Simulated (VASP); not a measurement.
Data:

```xyz
6
Lattice="-3.2479 3.2479 1.9238 3.2479 -3.2479 1.9238 3.2479 3.2479 -1.9238" Properties=species:S:1:pos:R:3 pbc="T T T"
Cu    -0.5546     4.8718     0.4809
Cu     1.6239     3.8025     1.4428
Cu     0.5546     1.6239     0.4809
Cu    -1.6239     2.6933     1.4428
S      3.2479     0.0000     0.9619
S      0.0000     0.0000     1.9238
```

Method: PBEsol GGA, VASP's PBE PAW potentials (set 64) (plane waves; VASP). Settings: 400 eV cut-off, 10×10×10 Γ-centred mesh, tetrahedra with Blöchl corrections, potentials Cu S.

The cores are frozen, which limits the accuracy of field gradients.

**Question.** Give the principal components of the electric field gradient (V/Å²) and the asymmetry η at each nucleus.

**Answer.** 
```csv
atom,Vxx,Vyy,Vzz,η
Cu1,39.2,14.5,-53.7,0.46
Cu2,39.2,14.5,-53.7,0.46
Cu3,39.2,14.5,-53.7,0.46
Cu4,39.2,14.5,-53.7,0.46
S5,-17.3,-17.3,34.7,0.00
S6,-17.3,-17.3,34.7,0.00
```

The structure comes from a computed database's Cu2S entry (I-42d); how it stands against other phases isn't given here. It was relaxed first.
